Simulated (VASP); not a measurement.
Input for VASP

### KPOINTS
```
Automatic mesh
0
Gamma
10 10 10
0 0 0
```

**POSCAR**
```
NaF
1
    0.0000000000     2.2499366527     2.2499366527
    2.2499366527     0.0000000000     2.2499366527
    2.2499366527     2.2499366527     0.0000000000
Na F
1 1
Direct
  0.0000000000   0.0000000000   0.0000000000
  0.5000000000   0.5000000000   0.5000000000
```

INCAR:
```
ALGO  =  Normal
EDIFF  =  1E-6
EDIFFG  =  -0.02
ENCUT  =  620
IBRION  =  2
ISIF  =  3
ISMEAR  =  0
LASPH  =  .TRUE.
LCHARG  =  .FALSE.
LREAL  =  .FALSE.
LWAVE  =  .FALSE.
NELM  =  100
NSW  =  40
PREC  =  Accurate
PSTRESS  =  50
SIGMA  =  0.05
SYSTEM  =  NaF
```

POTCAR, in this order: Na_pv F (LDA.64 set). Program: vasp_std.

Task: Translate this LDA calculation to Ansatz.

Result: One equivalent input (not run):
Ansatz 0.2 input:
```yaml
crystal:
  lattice:
    - [0.0000000, 2.2499367, 2.2499367]
    - [2.2499367, 0.0000000, 2.2499367]
    - [2.2499367, 2.2499367, 0.0000000]
  atoms:
    - { symbol: Na, position: [0.0000000, 0.0000000, 0.0000000] }
    - { symbol: F, position: [0.5000000, 0.5000000, 0.5000000] }
kpoints:
  mp_grid: { grid: [10, 10, 10] }
hamiltonian:
  xc: lda
  pseudopotentials: { kind: paw }
scf:
  occupations: { method: gaussian, width: 0.05 }
  max_iter: 100
relax:
  max_steps: 40
  f_tol: 0.02
  cell: { p_target: 5 }
output: { forces: true, stress: true, eigenvalues: true }
```
The two are equivalent in intent, not identical: each code has its own PAW files, so the cut-off isn't converted (ENCUT is set for VASP's; basis.ecutwfc is left out, and Ansatz then takes the one that its files recommend); Ansatz stops its SCF on the density residual and VASP on the energy change (EDIFF); Ansatz's lda is the Perdew-Wang form, while the LDA potentials of VASP carry Perdew-Zunger's.

The compound is NaF in the rock salt structure. This run relaxes it under an external pressure of 5 GPa. Symmetry was kept, so distortions that lower it aren't found.
